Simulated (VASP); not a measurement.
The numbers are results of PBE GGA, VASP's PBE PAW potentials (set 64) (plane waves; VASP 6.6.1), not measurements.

A VASP calculation is set up with these files.

**POSCAR**
```
RuAl
2.990
  1.0000000000   0.0000000000   0.0000000000
  0.0000000000   1.0000000000   0.0000000000
  0.0000000000   0.0000000000   1.0000000000
Al Ru
1 1
direct
  0.4975390000   0.4920570000   0.4945840000
  0.0024610000   0.0079430000   0.0054160000
```

INCAR:
```
ALGO=Normal
EDIFF=1E-8
ENCUT=300
GGA=PE
IBRION=8
ISIF=2
ISMEAR=0
LASPH=.TRUE.
LCHARG=.FALSE.
LEPSILON=.FALSE.
LMAXMIX=4
LREAL=.FALSE.
LWAVE=.FALSE.
NELM=100
NSW=1
PREC=Accurate
SIGMA=0.05
SYSTEM=RuAl
```

File KPOINTS:
```
K-points
0
Gamma
7 7 7
```

POTCAR, in this order: Al Ru_pv (PBE.64 set). Program: vasp_std.

The resulting files:

File OUTCAR:
```
 ion  position               nearest neighbor table
   1  0.498  0.492  0.495-   2 2.53   2 2.55   2 2.57   2 2.59   2 2.59   2 2.61   2 2.63   2 2.64
  LATTYP: Found a simple cubic cell.
 ALAT       =     2.9900000000
 Subroutine PRICEL returns:
 Original cell was already a primitive cell.
 Subroutine GETGRP returns: Found  1 space group operations
The static configuration has the point symmetry C_1 .
The dynamic configuration has the point symmetry C_1 .
 Subroutine INISYM returns: Found  1 space group operations
 Subroutine IBZKPT returns following result:
 Found    172 irreducible k-points:

 Following reciprocal coordinates:
            Coordinates               Weight
  0.000000  0.000000  0.000000      1.000000
  0.142857  0.000000  0.000000      2.000000
  0.000000  0.142857  0.000000      2.000000
  0.000000  0.000000  0.142857      2.000000
  0.285714  0.000000  0.000000      2.000000
  0.000000  0.285714  0.000000      2.000000
  0.000000  0.000000  0.285714      2.000000
  0.428571  0.000000  0.000000      2.000000
  0.000000  0.428571  0.000000      2.000000
  0.000000  0.000000  0.428571      2.000000
...
```

OSZICAR:
```
...
RMM:   2    -0.602264140097E-02    0.49016E-03   -0.44071E-04  6061   0.159E-01    0.620E-02
RMM:   3    -0.598627062196E-02    0.36371E-04   -0.18144E-04  5938   0.946E-02    0.305E-02
RMM:   4    -0.607130295430E-02   -0.85032E-04   -0.10880E-04  6131   0.672E-02    0.799E-03
RMM:   5    -0.607418153002E-02   -0.28786E-05   -0.38655E-06  6085   0.193E-02    0.512E-03
RMM:   6    -0.607828180015E-02   -0.41003E-05   -0.63937E-07  6010   0.965E-03    0.125E-03
RMM:   7    -0.608069828184E-02   -0.24165E-05   -0.16271E-07  6242   0.400E-03    0.484E-04
RMM:   8    -0.607954939579E-02    0.11489E-05   -0.27554E-08  6352   0.173E-03    0.830E-05
RMM:   9    -0.607967591268E-02   -0.12652E-06   -0.34447E-09  7088   0.488E-04    0.446E-05
RMM:  10    -0.607973898242E-02   -0.63070E-07   -0.65689E-11  6986   0.192E-04    0.232E-05
RMM:  11    -0.607974458860E-02   -0.56062E-08   -0.92456E-11  7544   0.608E-05    0.492E-06
 Linear response progress:
  Degree of freedom:   2/  6
       N       E                     dE             d eps       ncg     rms          rms(c)
RMM:   1    -0.647222801186E-02   -0.64722E-02    0.41468E-03  7478   0.124E+00
RMM:   2    -0.601593575177E-02    0.45629E-03   -0.44528E-04  6039   0.160E-01    0.633E-02
RMM:   3    -0.598037355121E-02    0.35562E-04   -0.19323E-04  5916   0.992E-02    0.321E-02
RMM:   4    -0.605628527978E-02   -0.75912E-04   -0.10317E-04  5978   0.692E-02    0.104E-02
RMM:   5    -0.606797733563E-02   -0.11692E-04   -0.66586E-06  6089   0.244E-02    0.589E-03
RMM:   6    -0.607067187790E-02   -0.26945E-05   -0.94436E-07  5966   0.116E-02    0.140E-03
RMM:   7    -0.607397575774E-02   -0.33039E-05   -0.16325E-07  6286   0.425E-03    0.528E-04
RMM:   8    -0.607308730912E-02    0.88845E-06   -0.23749E-08  6607   0.180E-03    0.155E-04
RMM:   9    -0.607318789632E-02   -0.10059E-06   -0.36133E-09  7027   0.494E-04    0.533E-05
RMM:  10    -0.607331516033E-02   -0.12726E-06   -0.79121E-10  7543   0.158E-04    0.320E-05
RMM:  11    -0.607331385061E-02    0.13097E-08   -0.15053E-09  7116   0.404E-05    0.496E-06
 Linear response progress:
  Degree of freedom:   3/  6
       N       E                     dE             d eps       ncg     rms          rms(c)
RMM:   1    -0.649752511590E-02   -0.64975E-02    0.40152E-03  7468   0.124E+00
RMM:   2    -0.601984094825E-02    0.47768E-03   -0.44422E-04  6056   0.160E-01    0.625E-02
RMM:   3    -0.598376991033E-02    0.36071E-04   -0.18579E-04  5928   0.965E-02    0.312E-02
RMM:   4    -0.606452816946E-02   -0.80758E-04   -0.10618E-04  5996   0.683E-02    0.924E-03
RMM:   5    -0.607145029650E-02   -0.69221E-05   -0.50153E-06  6088   0.223E-02    0.575E-03
RMM:   6    -0.607481225809E-02   -0.33620E-05   -0.93221E-07  5958   0.114E-02    0.132E-03
RMM:   7    -0.607762775712E-02   -0.28155E-05   -0.15557E-07  6251   0.425E-03    0.515E-04
RMM:   8    -0.607670306807E-02    0.92469E-06   -0.30515E-08  6784   0.178E-03    0.121E-04
RMM:   9    -0.607683573400E-02   -0.13267E-06   -0.22936E-09  7062   0.355E-04    0.439E-05
RMM:  10    -0.607691187780E-02   -0.76144E-07   -0.11684E-09  7334   0.965E-05    0.245E-05
RMM:  11    -0.607692481509E-02   -0.12937E-07   -0.16589E-11  7481   0.277E-05    0.345E-06
RMM:  12    -0.607691592537E-02    0.88897E-08   -0.87212E-10  7459   0.858E-06    0.214E-06
 Linear response progress:
  Degree of freedom:   4/  6
       N       E                     dE             d eps       ncg     rms          rms(c)
RMM:   1    -0.541212391605E+00   -0.54121E+00    0.40080E+00  4263   0.744E+01
RMM:   2    -0.648636550713E+00   -0.10742E+00   -0.14401E-01  6235   0.372E+00    0.162E-01
RMM:   3    -0.649072207854E+00   -0.43566E-03   -0.18949E-03  7276   0.326E-01    0.919E-02
RMM:   4    -0.648376214383E+00    0.69599E-03   -0.28329E-04  7066   0.184E-01    0.197E-02
RMM:   5    -0.648323212158E+00    0.53002E-04   -0.27836E-05  7793   0.453E-02    0.118E-02
RMM:   6    -0.648257325204E+00    0.65887E-04   -0.35921E-06  7192   0.167E-02    0.266E-03
RMM:   7    -0.648245065355E+00    0.12260E-04   -0.78435E-07  7553   0.636E-03    0.738E-04
RMM:   8    -0.648242790291E+00    0.22751E-05   -0.17143E-07  8191   0.220E-03    0.443E-04
RMM:   9    -0.648240231350E+00    0.25589E-05   -0.62508E-08  7714   0.774E-04    0.116E-04
RMM:  10    -0.648241401933E+00   -0.11706E-05    0.22356E-08  7991   0.360E-04    0.507E-05
RMM:  11    -0.648241700543E+00   -0.29861E-06   -0.67804E-09  8253   0.184E-04    0.160E-05
RMM:  12    -0.648241802074E+00   -0.10153E-06   -0.14107E-08  8701   0.926E-05    0.949E-06
RMM:  13    -0.648241789494E+00    0.12580E-07   -0.18514E-08  7822   0.516E-05    0.206E-06
RMM:  14    -0.648241807037E+00   -0.17543E-07   -0.15404E-08  8537   0.300E-05    0.750E-07
RMM:  15    -0.648241808508E+00   -0.14708E-08   -0.10231E-08  5939   0.185E-05    0.457E-07
 Linear response progress:
  Degree of freedom:   5/  6
       N       E                     dE             d eps       ncg     rms          rms(c)
RMM:   1    -0.541053941259E+00   -0.54105E+00    0.40051E+00  4263   0.744E+01
RMM:   2    -0.648683783027E+00   -0.10763E+00   -0.14452E-01  6236   0.374E+00    0.162E-01
RMM:   3    -0.649123513610E+00   -0.43973E-03   -0.18893E-03  7288   0.327E-01    0.919E-02
RMM:   4    -0.648434955219E+00    0.68856E-03   -0.28057E-04  7079   0.182E-01    0.206E-02
RMM:   5    -0.648378589088E+00    0.56366E-04   -0.29146E-05  7669   0.476E-02    0.124E-02
RMM:   6    -0.648327442512E+00    0.51147E-04   -0.35467E-06  7275   0.170E-02    0.509E-03
RMM:   7    -0.648295440895E+00    0.32002E-04   -0.10235E-06  7297   0.846E-03    0.726E-04
RMM:   8    -0.648294231804E+00    0.12091E-05   -0.31660E-07  7876   0.276E-03    0.446E-04
RMM:   9    -0.648291790203E+00    0.24416E-05   -0.20726E-07  7782   0.110E-03    0.133E-04
RMM:  10    -0.648292637715E+00   -0.84751E-06   -0.60229E-08  8098   0.424E-04    0.606E-05
RMM:  11    -0.648293156879E+00   -0.51916E-06   -0.65563E-08  8225   0.191E-04    0.149E-05
RMM:  12    -0.648293239521E+00   -0.82643E-07   -0.32063E-08  8664   0.853E-05    0.716E-06
RMM:  13    -0.648293231567E+00    0.79542E-08   -0.34054E-08  8301   0.414E-05    0.363E-06
 Linear response progress:
  Degree of freedom:   6/  6
       N       E                     dE             d eps       ncg     rms          rms(c)
RMM:   1    -0.540816725911E+00   -0.54082E+00    0.40102E+00  4260   0.744E+01
RMM:   2    -0.648652140595E+00   -0.10784E+00   -0.14458E-01  6237   0.374E+00    0.162E-01
RMM:   3    -0.649092540303E+00   -0.44040E-03   -0.18763E-03  7295   0.327E-01    0.919E-02
RMM:   4    -0.648403646730E+00    0.68889E-03   -0.28172E-04  7079   0.184E-01    0.201E-02
RMM:   5    -0.648350058333E+00    0.53588E-04   -0.28533E-05  7716   0.467E-02    0.122E-02
RMM:   6    -0.648295686655E+00    0.54372E-04   -0.34443E-06  7222   0.168E-02    0.449E-03
RMM:   7    -0.648268754282E+00    0.26932E-04   -0.91484E-07  7380   0.797E-03    0.724E-04
RMM:   8    -0.648267354278E+00    0.14000E-05   -0.14358E-07  7929   0.261E-03    0.452E-04
RMM:   9    -0.648264735627E+00    0.26187E-05   -0.14680E-07  7777   0.988E-04    0.123E-04
RMM:  10    -0.648265702569E+00   -0.96694E-06    0.35648E-09  8030   0.405E-04    0.579E-05
RMM:  11    -0.648266150122E+00   -0.44755E-06   -0.38099E-08  8216   0.192E-04    0.155E-05
RMM:  12    -0.648266221164E+00   -0.71042E-07   -0.22570E-08  8741   0.898E-05    0.851E-06
RMM:  13    -0.648266218965E+00    0.21986E-08   -0.27435E-08  8126   0.441E-05    0.208E-06
 Linear response finished
```

OUTCAR:
```
------------------------ aborting loop because EDIFF is reached ----------------------------------------

   1 f  =    9.545889 THz    59.978591 2PiTHz  318.416588 cm-1    39.478608 meV
             X         Y         Z           dx          dy          dz
      1.487642  1.471250  1.478806    -0.546827   -0.443643   -0.541431
      0.007358  0.023750  0.016194     0.282825    0.229426    0.279977

   2 f  =    9.496534 THz    59.668486 2PiTHz  316.770292 cm-1    39.274493 meV
             X         Y         Z           dx          dy          dz
      1.487642  1.471250  1.478806    -0.693682    0.251104    0.494898
      0.007358  0.023750  0.016194     0.358569   -0.129779   -0.255760

   3 f  =    9.428163 THz    59.238893 2PiTHz  314.489652 cm-1    38.991730 meV
             X         Y         Z           dx          dy          dz
      1.487642  1.471250  1.478806    -0.094130    0.727630   -0.501144
      0.007358  0.023750  0.016194     0.048620   -0.375769    0.258809

   4 f/i=    0.001366 THz     0.008580 2PiTHz    0.045550 cm-1     0.005647 meV
             X         Y         Z           dx          dy          dz
      1.487642  1.471250  1.478806    -0.303374    0.124727    0.321288
      0.007358  0.023750  0.016194    -0.586953    0.241251    0.621664

   5 f/i=    0.001822 THz     0.011448 2PiTHz    0.060775 cm-1     0.007535 meV
             X         Y         Z           dx          dy          dz
      1.487642  1.471250  1.478806     0.087721   -0.385763    0.232476
      0.007358  0.023750  0.016194     0.169770   -0.746947    0.450217

   6 f/i=    0.003663 THz     0.023014 2PiTHz    0.122179 cm-1     0.015148 meV
             X         Y         Z           dx          dy          dz
      1.487642  1.471250  1.478806     0.333458    0.215202    0.231326
      0.007358  0.023750  0.016194     0.644779    0.416157    0.447276

 ELASTIC MODULI CONTR FROM IONIC RELAXATION (kBar)
 Direction    XX          YY          ZZ          XY          YZ          ZX
 --------------------------------------------------------------------------------
 XX         -32.6700    -13.0687    -24.6026     -5.9458    -22.5562     -3.8190
 YY         -13.0687    -12.7990     -6.4521     -5.7097    -12.8674     -7.0590
 ZZ         -24.6026     -6.4521    -25.2418    -10.4083    -13.0542     -4.1347
 XY          -5.9458     -5.7097    -10.4083    -13.1476     -2.6391     -8.4628
 YZ         -22.5562    -12.8674    -13.0542     -2.6391    -18.4662     -3.8564
 ZX          -3.8190     -7.0590     -4.1347     -8.4628     -3.8564     -7.1716
 --------------------------------------------------------------------------------
```
(Selected blocks of OUTCAR.)

**OUTCAR**
```
 val. band max:       10.7199666779   @ k =   0.2857   0.0000   0.1429

 cond. band min:      10.8074545319   @ k =  -0.1429  -0.4286   0.4286


 Fermi energy:        10.8010664002

 k-point     1 :       0.0000    0.0000    0.0000
  band No.  band energies     occupation
      1     -30.9887      2.00000
      2     -30.9877      2.00000
      3     -30.9875      2.00000
      4       1.0540      2.00000
      5       7.1797      2.00000
      6       7.1807      2.00000
      7      10.9410      0.00008
      8      10.9480      0.00003
      9      10.9500      0.00003
     10      16.8301      0.00000
     11      16.8326      0.00000
     12      16.8415      0.00000

 k-point     2 :       0.1429    0.0000    0.0000
  band No.  band energies     occupation
      1     -31.0279      2.00000
      2     -30.9853      2.00000
      3     -30.9842      2.00000
      4       1.4431      2.00000
      5       7.2878      2.00000
      6       7.3128      2.00000
      7      10.5018      2.00000
      8      10.5086      2.00000
      9      10.9940      0.00000
     10      15.3203      0.00000
     11      17.5715      0.00000
     12      17.5871      0.00000

 k-point     3 :       0.0000    0.1429    0.0000
  band No.  band energies     occupation
      1     -31.0282      2.00000
      2     -30.9848      2.00000
      3     -30.9844      2.00000
      4       1.4429      2.00000
      5       7.2884      2.00000
      6       7.3119      2.00000
      7      10.5052      2.00000
      8      10.5076      2.00000
      9      10.9918      0.00000
     10      15.3251      0.00000
     11      17.5722      0.00000
     12      17.5777      0.00000

 k-point     4 :       0.0000    0.0000    0.1429
  band No.  band energies     occupation
      1     -31.0280      2.00000
      2     -30.9850      2.00000
      3     -30.9844      2.00000
      4       1.4430      2.00000
      5       7.2880      2.00000
      6       7.3124      2.00000
...
```

At this cut-off the stress carries a Pulay error, which pulls relaxed volumes low.

The structure is a typed RuAl crystal. The cell was not relaxed at this level, atoms are displaced from their ideal sites. The k-mesh is coarse (spacing up to 0.30 per Å, 2π included), so the numbers may not be converged in it. The run is one of a series of settings (EDIFF = 1E-8, IBRION = 8, LEPSILON = .FALSE., NSW = 1 against the base run), some of them coarse on purpose. The electron count is odd and the run is not spin-polarised, which forces a metal.
